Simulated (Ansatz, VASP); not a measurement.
Given: the input of a run of Ansatz 0.2.0 on BiS. 

The input input.yaml:

```yaml
crystal:
  lattice:
    - [2.10927087, 1.2177881, 3.50048748]
    - [-2.10927087, 1.2177881, 3.50048748]
    - [0.0, -2.43557621, 3.50048748]
  atoms:
    - { symbol: Bi, position: [0.0, 0.0, 0.0] }
    - { symbol: S, position: [0.5, 0.5, 0.5] }
hamiltonian:
  xc: pbe
  pseudopotentials: { kind: paw }
kpoints:
  mp_grid: { grid: [8, 8, 8] }
scf:
  occupations: { method: fermi_dirac, width: 0.05 }
output:
  forces: true
  stress: true
  eigenvalues: true
relax:
  f_tol: 0.01
  max_steps: 40
  cell: { stress_tol: 0.05 }
```

Potentials or basis: Ansatz PAW.

Command:

```bash
$ ansatz run input.yaml --threads 2 --pin off --max-ram 5632MiB --backend cpu --events-out ev --progress --plain --runs-dir out
```

Set up the same calculation for VASP 6.6.1. Potentials or basis there: PBE PAW files Bi, S, release 54, 900 eV.

As run (cutoffs and basis follow the program's own potentials, and thresholds, step limits or extra output files can differ):

INCAR

```
PREC     = Accurate       # precision mode
ENCUT    = 900            # plane-wave cutoff, eV
EDIFF    = 1E-6           # SCF threshold, eV
ISMEAR   = -1             # smearing method
SIGMA    = 0.05           # smearing width, eV
LREAL    = False          # projectors in reciprocal space
LASPH    = True           # aspherical terms in the spheres
NELM     = 60             # most SCF steps
ALGO     = Normal         # electronic algorithm
ISIF     = 3              # what is computed and relaxed
LWAVE    = False          # write WAVECAR
LCHARG   = False          # write CHGCAR
GGA      = PE             # functional
IBRION   = 2              # ionic algorithm
NSW      = 40             # ionic steps
EDIFFG   = -0.01          # ionic threshold
```

KPOINTS

```
regular mesh
0
Gamma
  8 8 8
```

POSCAR

```
BiS
1.0
    2.1092708700      1.2177881000      3.5004874800
   -2.1092708700      1.2177881000      3.5004874800
    0.0000000000     -2.4355762100      3.5004874800
Bi S
1 1
Direct
    0.0000000000      0.0000000000      0.0000000000
    0.5000000000      0.5000000000      0.5000000000
```

Potentials or basis: VASP PAW PBE potentials, release 54 (Bi, S).

Launch:

```sh
$ cat potpaw_PBE.54/Bi/POTCAR potpaw_PBE.54/S/POTCAR > POTCAR
$ mpirun -np 1 vasp_std > vasp.out
```

Both were run:

|  | Ansatz | VASP |
| --- | --- | --- |
| Relaxed volume | 25.24 Å³/atom | 25.18 Å³/atom |
| Relaxed cell | a = 4.546 Å, b = 4.546 Å, c = 4.546 Å, α = 49.85°, β = 49.85°, γ = 49.85° | a = 4.543 Å, b = 4.543 Å, c = 4.543 Å, α = 49.83°, β = 49.83°, γ = 49.83° |
| Space group after relaxing | R-3m (No. 166) | R-3m (No. 166) |
| Pressure after relaxing | 0.0 GPa | 0.0 GPa |

Ansatz's pressure holds a Pulay term of +0.03 GPa for its cutoff of 420 eV, which the other run lacks.

The potentials hold 21 and 11 valence electrons a cell.

Where Ansatz's input types no cutoff or centring, it takes its own default and a Γ-centred mesh.

Pressure is positive in compression.
